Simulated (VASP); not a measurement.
Method: MS2 meta-GGA, VASP's PBE PAW potentials (set 64) (plane waves; VASP 6.6.1).

Input for VASP

### INCAR
```
SYSTEM  =  Ag
PREC  =  Accurate; ENCUT  =  520; LREAL  =  F
LASPH  =  T
EDIFF  =  1E-6; NELM  =  100; ALGO  =  Normal
LMAXMIX  =  4; LMIXTAU  =  T
ISMEAR  =  1; SIGMA  =  0.1
METAGGA  =  MS2
IBRION  =  2; NSW  =  60; ISIF  =  3
EDIFFG  =  -0.01
LWAVE  =  F; LCHARG  =  F
```

POSCAR:
```
Ag
1.0
  0.0000000000   2.0450000000   2.0450000000
  2.0450000000   0.0000000000   2.0450000000
  2.0450000000   2.0450000000   0.0000000000
Ag
1
Cartesian
  0.0000000000   0.0000000000   0.0000000000
```

KPOINTS:
```
Automatic mesh
0
Gamma
14 14 14
0 0 0
```

POTCAR, in this order: Ag (PBE.64 set). Program: vasp_std.

Output

### OSZICAR
```
       N       E                     dE             d eps       ncg     rms          rms(c)
DAV:   1     0.334107857192E+02    0.33411E+02   -0.52659E+03  1920   0.104E+03
DAV:   2    -0.138338023211E+02   -0.47245E+02   -0.45030E+02  1898   0.196E+02
DAV:   3    -0.143057853761E+02   -0.47198E+00   -0.47176E+00  2166   0.257E+01
DAV:   4    -0.143065087837E+02   -0.72341E-03   -0.72339E-03  2149   0.877E-01
DAV:   5    -0.143065128897E+02   -0.41060E-05   -0.41064E-05  2023   0.597E-02    0.170E+01
DAV:   6    -0.171007895682E+00    0.14136E+02   -0.57812E+01  1883   0.913E+01    0.733E+00
DAV:   7    -0.431564642492E+00   -0.26056E+00   -0.49818E-01  1881   0.727E+00    0.415E+00
DAV:   8    -0.143213664930E+00    0.28835E+00   -0.28578E+00  1893   0.189E+01    0.267E+00
DAV:   9    -0.162423296074E+00   -0.19210E-01   -0.10875E+00  1872   0.130E+01    0.130E+00
DAV:  10    -0.177221872785E+00   -0.14799E-01   -0.41741E-01  1872   0.771E+00    0.626E-01
DAV:  11    -0.198756749936E+00   -0.21535E-01   -0.95025E-02  1879   0.392E+00    0.349E-01
DAV:  12    -0.198117324056E+00    0.63943E-03   -0.27923E-04  2010   0.188E-01    0.304E-01
DAV:  13    -0.198974916093E+00   -0.85759E-03   -0.50526E-03  1879   0.877E-01    0.302E-02
DAV:  14    -0.199153095549E+00   -0.17818E-03   -0.80545E-05  1884   0.113E-01    0.417E-03
DAV:  15    -0.199156869669E+00   -0.37741E-05   -0.11353E-06  1995   0.103E-02    0.228E-03
DAV:  16    -0.199153756115E+00    0.31136E-05   -0.17435E-06  1131   0.163E-02    0.368E-03
DAV:  17    -0.199154851025E+00   -0.10949E-05   -0.16067E-06   957   0.134E-02    0.575E-04
DAV:  18    -0.199154731291E+00    0.11973E-06   -0.20994E-08   939   0.167E-03
   1 F= -.19915473E+00 E0= -.19921148E+00  d E =-.199155E+00
       N       E                     dE             d eps       ncg     rms          rms(c)
DAV:   1    -0.344673122309E+00   -0.14552E+00   -0.27370E+00  1897   0.203E+01    0.245E+00
DAV:   2    -0.201887123021E+00    0.14279E+00   -0.64621E-01  1893   0.853E+00    0.721E-01
DAV:   3    -0.200511222781E+00    0.13759E-02   -0.69722E-03  1928   0.889E-01    0.488E-01
DAV:   4    -0.197505230095E+00    0.30060E-02   -0.30730E-03  1988   0.530E-01    0.126E-01
DAV:   5    -0.200162933211E+00   -0.26577E-02   -0.32273E-04  1892   0.281E-01    0.691E-02
DAV:   6    -0.199327558117E+00    0.83538E-03   -0.85148E-04  2018   0.391E-01    0.582E-02
DAV:   7    -0.200163260255E+00   -0.83570E-03   -0.79912E-04  1973   0.370E-01    0.147E-02
DAV:   8    -0.200179563601E+00   -0.16303E-04   -0.28695E-05  1896   0.593E-02    0.397E-03
DAV:   9    -0.200180777573E+00   -0.12140E-05   -0.10810E-06   971   0.146E-02    0.501E-04
DAV:  10    -0.200181078029E+00   -0.30046E-06   -0.15659E-07   936   0.499E-03
   2 F= -.20018108E+00 E0= -.20025569E+00  d E =-.102635E-02
       N       E                     dE             d eps       ncg     rms          rms(c)
DAV:   1    -0.223800185356E+00   -0.23619E-01   -0.44265E-01  1896   0.826E+00    0.991E-01
DAV:   2    -0.201532681184E+00    0.22268E-01   -0.88578E-02  1890   0.318E+00    0.329E-01
DAV:   3    -0.201232843977E+00    0.29984E-03   -0.20746E-03  1908   0.487E-01    0.234E-01
DAV:   4    -0.200704590047E+00    0.52825E-03   -0.52673E-04  1994   0.263E-01    0.546E-02
DAV:   5    -0.201212953214E+00   -0.50836E-03   -0.50666E-05  1893   0.115E-01    0.318E-02
DAV:   6    -0.201130984035E+00    0.81969E-04   -0.11408E-04  2020   0.122E-01    0.266E-02
DAV:   7    -0.201240112697E+00   -0.10913E-03   -0.14896E-04  2015   0.151E-01    0.769E-03
DAV:   8    -0.201243930248E+00   -0.38176E-05   -0.49686E-06  1873   0.278E-02    0.913E-04
DAV:   9    -0.201243932115E+00   -0.18670E-08   -0.13335E-08   936   0.177E-03
   3 F= -.20124393E+00 E0= -.20133021E+00  d E =-.208920E-02
```

OUTCAR:
```
------------------------ aborting loop because EDIFF is reached ----------------------------------------
  FORCE on cell =-STRESS in cart. coord.  units (eV):
  Direction    XX          YY          ZZ          XY          YZ          ZX
  --------------------------------------------------------------------------------------
  Total        0.0046656      0.0046656      0.0046656      0.0000000      0.0000000     -0.0000000
  in kB        0.4452902      0.4452902      0.4452902      0.0000000      0.0000000     -0.0000000
  external PRESSURE =       0.4452902 kB  Pullay stress =       0.0000000 kB
  volume of cell :       16.79
      direct lattice vectors                 reciprocal lattice vectors
     0.000000000  2.032274192  2.032274192    -0.246029794  0.246029794  0.246029794
     2.032274192  0.000000000  2.032274192     0.246029794 -0.246029794  0.246029794
     2.032274192  2.032274192 -0.000000000     0.246029794  0.246029794 -0.246029794
 POSITION                                       TOTAL-FORCE (eV/Angst)
 -----------------------------------------------------------------------------------
      0.00000      0.00000      0.00000         0.000000      0.000000     -0.000000
 -----------------------------------------------------------------------------------
    total drift:                               -0.000000      0.000000      0.000000
  FREE ENERGIE OF THE ION-ELECTRON SYSTEM (eV)
  ---------------------------------------------------
  free  energy   TOTEN  =        -0.2012439321 eV

  energy  without entropy=       -0.2015027623  energy(sigma->0) =       -0.20133021

 reached required accuracy - stopping structural energy minimisation
```
(Selected blocks of OUTCAR.)

File CONTCAR:
```
Ag
   1.00000000000000
     0.0000000000000000    2.0322741924738930    2.0322741924738930
     2.0322741924738930    0.0000000000000000    2.0322741924738930
     2.0322741924738930    2.0322741924738930   -0.0000000000000000
  Ag
     1
Direct
     0.0000000000000000    0.0000000000000000    0.0000000000000000
```

The compound is Ag in the fcc structure. This run relaxes it. Symmetry was kept, so distortions that lower it aren't found.
